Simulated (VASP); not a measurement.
The system is Si.

```
CELL_PARAMETERS angstrom
0.00000 2.72273 2.72273
2.72273 0.00000 2.72273
2.72273 2.72273 0.00000
ATOMIC_POSITIONS crystal
Si 0.50000 0.50000 0.50000
Si 0.75000 0.75000 0.75000
```

Base run:

| Item | Value |
| --- | --- |
| Program | VASP 6.6.1 |
| Functional | r2SCAN |
| Potentials or basis | VASP PAW PBE potentials, release 64 (Si) |
| Cutoff | 520 eV |
| k mesh | 5 × 5 × 5 |
| Occupations | fermi-dirac, width 0.1 eV |
| Spin | no spin polarisation |

Its results: band gap on the k mesh 0.79 eV, indirect (least direct gap 2.75 eV); pressure -0.1 GPa.

Task: The run is repeated on the same cell with these changes: functional from r2SCAN to r2SCAN0; further incar settings from ALGO = Normal; EDIFF = 1e-07; NBANDS = 11 to ALGO = Normal; EDIFF = 1e-06; NBANDS = 11. What comes out?

Result: Band gap on the k mesh 1.94 eV, indirect (least direct gap 4.08 eV); pressure -1.4 GPa.

Caveats: the PAW data sets were made with another functional, which shifts forces and pressure a little; an odd mesh through Γ misses points on the zone boundary, where band edges often lie.
